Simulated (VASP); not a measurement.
All values below come from rev-vdW-DF2, VASP's PBE PAW potentials (set 64) (plane waves; VASP).

VASP input:

**INCAR**
```
! general
SYSTEM    =  PbO
PREC      =  Accurate
ENCUT     =  520   ! plane-wave cut-off (eV)
LREAL     =  .False.
LASPH     =  .True.   ! aspherical one-centre terms

! electronic loop
EDIFF     =  1E-7   ! SCF stop (eV)
NELM      =  100
ALGO      =  Normal   ! blocked Davidson
LMAXMIX   =  4

! smearing
ISMEAR    =  -5   ! tetrahedra, Bloechl

! functional
GGA       =  MK
LUSE_VDW  =  .True.
AGGAC     =  0.0
PARAM1    =  0.1234568
PARAM2    =  0.7114
ZAB_VDW   =  -1.8867

! ions
ISIF      =  2   ! forces and stress, cell fixed

! output
LWAVE     =  .False.
LCHARG    =  .True.
LORBIT    =  11
NEDOS     =  601   ! DOS grid

! other
LEFG      =  .True.
```

**KPOINTS**
```
Regular mesh
0
gamma
 6 6 5
```

File POSCAR:
```
PbO
1
    4.0321628101     0.0000000000     0.0000000000
    0.0000000000     4.0321628101     0.0000000000
    0.0000000000     0.0000000000     5.0437284986
Pb O
2 2
Direct
  0.5000000000   0.0000000000   0.7640249564
  0.0000000000   0.5000000000   0.2359750436
  0.5000000000   0.5000000000   0.0000000000
  0.0000000000   0.0000000000   0.0000000000
```

POTCAR, in this order: Pb_d O (PBE.64 set). Program: vasp_std.

What VASP printed:

File OUTCAR:
```
 ion  position               nearest neighbor table
   1  0.500  0.000  0.764-   3 2.34   4 2.34   3 2.34   4 2.34   2 3.71   2 3.71   2 3.71   2 3.71
                             2 3.90   2 3.90   2 3.90   2 3.90
   2  0.000  0.500  0.236-   3 2.34   4 2.34   4 2.34   3 2.34   1 3.71   1 3.71   1 3.71   1 3.71
                             1 3.90   1 3.90   1 3.90   1 3.90
   3  0.500  0.500  0.000-   1 2.34   2 2.34   1 2.34   2 2.34
   4  0.000  0.000  0.000-   1 2.34   2 2.34   2 2.34   1 2.34
  LATTYP: Found a simple tetragonal cell.
 ALAT       =     4.0321628101
 C/A-ratio  =     1.2508742172
 Subroutine PRICEL returns:
 Original cell was already a primitive cell.
 Subroutine GETGRP returns: Found 16 space group operations
The static configuration has the point symmetry D_2d.
 The point group associated with its full space group is D_4h.
The dynamic configuration has the point symmetry D_2d.
 Subroutine INISYM returns: Found 16 space group operations
 Subroutine IBZKPT returns following result:
 Found     30 irreducible k-points:

 Following reciprocal coordinates:
            Coordinates               Weight
  0.000000  0.000000  0.000000      1.000000
  0.166667  0.000000  0.000000      4.000000
  0.333333  0.000000  0.000000      4.000000
  0.500000  0.000000  0.000000      2.000000
  0.166667  0.166667  0.000000      4.000000
  0.333333  0.166667  0.000000      8.000000
  0.500000  0.166667  0.000000      4.000000
  0.333333  0.333333  0.000000      4.000000
  0.500000  0.333333  0.000000      4.000000
  0.500000  0.500000  0.000000      1.000000
  0.000000  0.000000  0.200000      2.000000
  0.166667  0.000000  0.200000      8.000000
  0.333333  0.000000  0.200000      8.000000
  0.500000  0.000000  0.200000      4.000000
  0.166667  0.166667  0.200000      8.000000
  0.333333  0.166667  0.200000     16.000000
  0.500000  0.166667  0.200000      8.000000
  0.333333  0.333333  0.200000      8.000000
  0.500000  0.333333  0.200000      8.000000
  0.500000  0.500000  0.200000      2.000000
  0.000000  0.000000  0.400000      2.000000
  0.166667  0.000000  0.400000      8.000000
  0.333333  0.000000  0.400000      8.000000
  0.500000  0.000000  0.400000      4.000000
  0.166667  0.166667  0.400000      8.000000
  0.333333  0.166667  0.400000     16.000000
  0.500000  0.166667  0.400000      8.000000
  0.333333  0.333333  0.400000      8.000000
  0.500000  0.333333  0.400000      8.000000
  0.500000  0.500000  0.400000      2.000000
   k-points           NKPTS =     30   k-points in BZ     NKDIM =     30   number of bands    NBANDS=     24
   number of dos      NEDOS =    601   number of ions     NIONS =      4
   total plane-waves  NPLWV =  36000
   dimension x,y,z NGX =    30 NGY =   30 NGZ =   40
   dimension x,y,z NGXF=    60 NGYF=   60 NGZF=   80
   ions per type =               2   2
   PREC   = accura    normal or accurate (medium, high low for compatibility)
   ISTART =      0    job   : 0-new  1-cont  2-samecut
   ICHARG =      2    charge: 1-file 2-atom 10-const
   ISPIN  =      1    spin polarized calculation?
   LNONCOLLINEAR =      F non collinear calculations
   LSORBIT =      F    spin-orbit coupling
   INIWAV =      1    electr: 0-lowe 1-rand  2-diag
   ENCUT  =  520.0 eV  38.22 Ry    6.18 a.u.   7.50  7.50  9.38*2*pi/ulx,y,z
   NELM   =    100;   NELMIN=  2; NELMDL= -5     # of ELM steps
   EDIFF  = 0.1E-06   stopping-criterion for ELM
   LREAL  =      F    real-space projection
   NLSPLINE    = F    spline interpolate recip. space projectors
   LMAXMIX     =    4 max onsite mixed and CHGCAR
   VOSKOWN=      0    Vosko Wilk Nusair interpolation
   EDIFFG = 0.1E-05   stopping-criterion for IOM
   NSW    =      0    number of steps for IOM
   NBLOCK =      1;   KBLOCK =      1    inner block; outer block
...
```

File OSZICAR:
```
       N       E                     dE             d eps       ncg     rms          rms(c)
DAV:   1     0.465033674066E+03    0.46503E+03   -0.20049E+04  1440   0.196E+03
DAV:   2     0.419518786257E+02   -0.42308E+03   -0.41610E+03  1544   0.496E+02
DAV:   3    -0.159195352297E+02   -0.57871E+02   -0.57445E+02  1944   0.192E+02
DAV:   4    -0.179057915889E+02   -0.19863E+01   -0.19853E+01  1592   0.413E+01
DAV:   5    -0.179744976792E+02   -0.68706E-01   -0.68701E-01  2048   0.728E+00    0.125E+01
DAV:   6    -0.134848832459E+02    0.44896E+01   -0.37238E+01  2272   0.459E+01    0.568E+00
DAV:   7    -0.132592780665E+02    0.22561E+00   -0.36530E+00  1896   0.145E+01    0.253E+00
DAV:   8    -0.132509284993E+02    0.83496E-02   -0.86679E-01  1976   0.665E+00    0.122E+00
DAV:   9    -0.132213614991E+02    0.29567E-01   -0.16497E-01  2200   0.350E+00    0.283E-01
DAV:  10    -0.132230492834E+02   -0.16878E-02   -0.17703E-02  1616   0.825E-01    0.666E-02
DAV:  11    -0.132230723990E+02   -0.23116E-04   -0.25806E-03  2464   0.401E-01    0.845E-02
DAV:  12    -0.132229824438E+02    0.89955E-04   -0.32236E-04  2064   0.209E-01    0.404E-02
DAV:  13    -0.132229672104E+02    0.15233E-04   -0.10603E-04  2168   0.767E-02    0.717E-03
DAV:  14    -0.132229668924E+02    0.31805E-06   -0.64935E-06  2088   0.286E-02    0.525E-03
DAV:  15    -0.132229658673E+02    0.10251E-05   -0.32647E-06  2048   0.242E-02    0.459E-04
DAV:  16    -0.132229660315E+02   -0.16421E-06   -0.27359E-07  1456   0.490E-03    0.647E-04
DAV:  17    -0.132229660390E+02   -0.74488E-08   -0.25613E-08   920   0.191E-03
   1 F= -.13222966E+02 E0= -.13222966E+02  d E =0.000000E+00
```

OUTCAR:
```
------------------------ aborting loop because EDIFF is reached ----------------------------------------
  FORCE on cell =-STRESS in cart. coord.  units (eV):
  Direction    XX          YY          ZZ          XY          YZ          ZX
  --------------------------------------------------------------------------------------
  Total        0.0009569      0.0009569     -0.0032150      0.0000000      0.0000000      0.0000000
  in kB        0.0186951      0.0186951     -0.0628152      0.0000000      0.0000000      0.0000000
  external PRESSURE =      -0.0084750 kB  Pullay stress =       0.0000000 kB
  volume of cell :       82.00
      direct lattice vectors                 reciprocal lattice vectors
     4.032162810  0.000000000  0.000000000     0.248005859  0.000000000  0.000000000
     0.000000000  4.032162810  0.000000000     0.000000000  0.248005859  0.000000000
     0.000000000  0.000000000  5.043728499     0.000000000  0.000000000  0.198266025
 POSITION                                       TOTAL-FORCE (eV/Angst)
 -----------------------------------------------------------------------------------
      2.01608      0.00000      3.85353         0.000000      0.000000     -0.001631
      0.00000      2.01608      1.19019        -0.000000      0.000000      0.001631
      2.01608      2.01608      0.00000         0.000000     -0.000000      0.000000
      0.00000      0.00000      0.00000        -0.000000      0.000000      0.000000
 -----------------------------------------------------------------------------------
    total drift:                                0.000000      0.000000      0.000000
  FREE ENERGIE OF THE ION-ELECTRON SYSTEM (eV)
  ---------------------------------------------------
  free  energy   TOTEN  =       -13.2229660390 eV

  energy  without entropy=      -13.2229660390  energy(sigma->0) =      -13.22296604

 total charge

# of ion       s       p       d       tot
------------------------------------------
    1        1.370   0.608   9.872  11.850
    2        1.370   0.608   9.872  11.850
    3        1.572   3.376   0.000   4.949
    4        1.572   3.376   0.000   4.949
--------------------------------------------------
tot          5.885   7.968  19.744  33.598

 Electric field gradients after diagonalization (V/A^2)
 (convention: |V_zz| > |V_xx| > |V_yy|)
----------------------------------------------------------------------
 ion       V_xx      V_yy      V_zz     asymmetry (V_yy - V_xx)/ V_zz
----------------------------------------------------------------------
   1     108.302   108.302  -216.604       0.000
   2     108.302   108.302  -216.604       0.000
   3       1.609     1.609    -3.217       0.000
   4       1.609     1.609    -3.217       0.000
```
(Selected blocks of OUTCAR.)

File OUTCAR:
```
 val. band max:        4.5450849279   @ k =   0.0000   0.0000   0.0000

 cond. band min:       5.8716558806   @ k =   0.5000   0.5000   0.0000


 Fermi energy:         4.5677978628

 k-point     1 :       0.0000    0.0000    0.0000
  band No.  band energies     occupation
      1     -13.3870      2.00000
      2     -12.9560      2.00000
      3     -11.3016      2.00000
      4     -11.3016      2.00000
      5     -11.2499      2.00000
      6     -11.2191      2.00000
      7     -11.1586      2.00000
      8     -11.0968      2.00000
      9     -11.0968      2.00000
     10     -11.0945      2.00000
     11     -11.0653      2.00000
     12      -9.7350      2.00000
     13      -2.4419      2.00000
     14      -2.0151      2.00000
     15       0.5576      2.00000
     16       0.5576      2.00000
     17       3.0494      2.00000
     18       3.0709      2.00000
     19       3.0709      2.00000
     20       4.5451      2.00000
     21       6.8927      0.00000
     22       9.9756      0.00000
     23      10.1261      0.00000
     24      10.1261      0.00000

 k-point     2 :       0.1667    0.0000    0.0000
  band No.  band energies     occupation
      1     -13.3361      2.00000
      2     -12.9695      2.00000
      3     -11.2898      2.00000
      4     -11.2863      2.00000
      5     -11.2324      2.00000
      6     -11.2047      2.00000
      7     -11.1664      2.00000
      8     -11.1135      2.00000
      9     -11.1023      2.00000
     10     -11.0759      2.00000
     11     -11.0127      2.00000
     12      -9.8100      2.00000
     13      -2.5551      2.00000
     14      -2.0265      2.00000
     15       0.6582      2.00000
     16       0.7182      2.00000
     17       2.5495      2.00000
     18       2.8925      2.00000
     19       3.0022      2.00000
     20       4.5448      2.00000
     21       7.5674      0.00000
     22       8.7174      0.00000
     23      10.2642      0.00000
     24      10.3325      0.00000
...
```

Unless said otherwise, spin-orbit coupling is left out, though it shifts the bands of the heavy elements here.

The compound is PbO in the litharge structure. It was relaxed first.
